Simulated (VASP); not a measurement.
The system is GaGe.

```
Ge Ga
1.0
     0.00000    2.89784    2.89784
     2.89784    0.00000    2.89784
     2.89784    2.89784    0.00000
Ge Ga
1 1
Direct
  0.00000 0.00000 0.00000
  0.25000 0.25000 0.25000
```

The cell comes from a database or a generator and needn't be the stable form of this composition.

Base run:

```yaml
Program: VASP 6.6.1
Functional: PBE
Potentials_or_basis: VASP PAW PBE potentials, release 64 (Ge_d, Ga_d)
Cutoff: 520 eV
k_mesh: 8 × 8 × 8
Occupations: fermi-dirac, width 0.05 eV
Spin: no spin polarisation
```

Its results: band gap on the k mesh none (metal or under the smearing width); pressure 0.3 GPa.

**Question.** The run is repeated on the same cell with these changes: functional from PBE to PBEsol. What comes out?

**Answer.** Band gap on the k mesh none (metal or under the smearing width); pressure -2.4 GPa.

PBEsol binds more tightly than PBE, so the same cell stands under less pressure.

Caveats: the PAW data sets were made with another functional, which shifts forces and pressure a little (some runs).

Not every run made on this cell is shown here.
